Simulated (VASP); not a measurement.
All values below come from TPSS meta-GGA, VASP's PBE PAW potentials (set 64) (plane waves; VASP 6.6.1).

VASP input:

KPOINTS:
```
kpoints
0
Gamma
7 7 3
```

**POSCAR**
```
PtS2
1
    1.7605123986    -3.0492969922     0.0000000000
    1.7605123986     3.0492969922     0.0000000000
    0.0000000000     0.0000000000     7.3569237401
Pt S
1 2
Direct
  0.0000000000   0.0000000000   0.0000000000
  0.3333330000   0.6666670000   0.1669828170
  0.6666670000   0.3333330000   0.8330171830
```

### INCAR
```
# general
SYSTEM  = PtS2
PREC    = Accurate
ENCUT   = 520
LREAL   = .FALSE.
LASPH   = .TRUE.

# electronic loop
EDIFF   = 1E-7
NELM    = 100
ALGO    = Normal
LMAXMIX = 6
LMIXTAU = .TRUE.

# smearing
ISMEAR  = 0
SIGMA   = 0.05

# functional
METAGGA = TPSS

# ions
IBRION  = 2
NSW     = 30
ISIF    = 4
EDIFFG  = -0.01

# output
LWAVE   = .FALSE.
LCHARG  = .FALSE.
```

POTCAR, in this order: Pt S (PBE.64 set). Program: vasp_std.

Without a dispersion term in the relaxation, distances and binding between the weakly bound layers, chains or molecules are unreliable, and so is what depends on them.

Problem. Estimate the energy per atom (σ→0).

Solution. 
| Item | Value |
|---|---|
| energy per atom (σ→0) | -8.688 eV/atom |

OSZICAR:
```
...
DAV:   5    -0.260640257377E+02    0.63363E-05   -0.39517E-05   782   0.544E-02    0.125E-02
DAV:   6    -0.260640169384E+02    0.87993E-05   -0.18427E-05   740   0.390E-02    0.637E-03
DAV:   7    -0.260640195535E+02   -0.26151E-05   -0.55014E-06   705   0.277E-02    0.474E-03
DAV:   8    -0.260640233146E+02   -0.37611E-05   -0.11596E-06   712   0.112E-02    0.263E-03
DAV:   9    -0.260640236438E+02   -0.32921E-06   -0.36990E-07   660   0.708E-03    0.103E-03
DAV:  10    -0.260640238343E+02   -0.19049E-06   -0.11397E-07   532   0.387E-03    0.569E-04
DAV:  11    -0.260640238663E+02   -0.31993E-07   -0.23188E-08   468   0.189E-03
   6 F= -.26064024E+02 E0= -.26064024E+02  d E =-.151514E-02
```

The compound is PtS2 in the 1T layered structure. This cell is one point of a volume scan, at 0.97 of the reference volume. Symmetry was kept, so distortions that lower it aren't found.
